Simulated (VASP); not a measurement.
Energy against volume of TiB2 (AlB2 type). Method: PBEsol GGA, VASP's PBE PAW potentials (set 64) (plane waves; VASP). Settings: 520 eV cut-off, 12×12×10 Γ-centred mesh, first-order Methfessel-Paxton smearing of 0.10 eV, potentials Ti_sv B.

Shape and ions are relaxed at each volume.

```json
[
 {"V (Å³/atom)": "7.876", "E (eV/atom)": "-8.56926"},
 {"V (Å³/atom)": "8.127", "E (eV/atom)": "-8.59041"},
 {"V (Å³/atom)": "8.379", "E (eV/atom)": "-8.59722"},
 {"V (Å³/atom)": "8.630", "E (eV/atom)": "-8.59167"}
]
```

Task: Fit these four points and predict the energy of the run at 8.881 Å³/atom.

Result: A cubic in V^(−2/3), the third-order Birch-Murnaghan form, passes through the four points with V0 = 8.38 Å³/atom and B0 = 261 GPa, and gives -8.5755 eV/atom there. The run gave -8.5754 eV/atom, +0.1 meV/atom from the fit; all five points give B0 = 262 GPa.

The compound is TiB2 in the AlB2 type structure. It was relaxed first.
